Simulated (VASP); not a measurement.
```xyz
2
Lattice="0.0000 2.5800 2.5800 2.5800 0.0000 2.5800 2.5800 2.5800 0.0000" Properties=species:S:1:pos:R:3 pbc="T T T"
Sr     0.0000     0.0000     0.0000
O      2.5800     2.5800     2.5800
```

Computed with PBE GGA, VASP's PBE PAW potentials (set 64) (plane waves; VASP). Numerical set-up: EDIFF = 1E-2, 520 eV cut-off, 8×8×8 Γ-centred mesh, Gaussian smearing of 0.050 eV, potentials Sr_sv O.

Give the stress tensor in GPa (positive for a compressed cell).

```
2.72  0.00  0.00
0.00  2.72  0.00
0.00  0.00  2.72
```
The pressure is its mean diagonal, 2.72 GPa.

The compound is SrO in the rock salt structure. The cell was not relaxed at this level. The run is one of a series of settings (EDIFF = 1E-2 against the base run), some of them coarse on purpose.
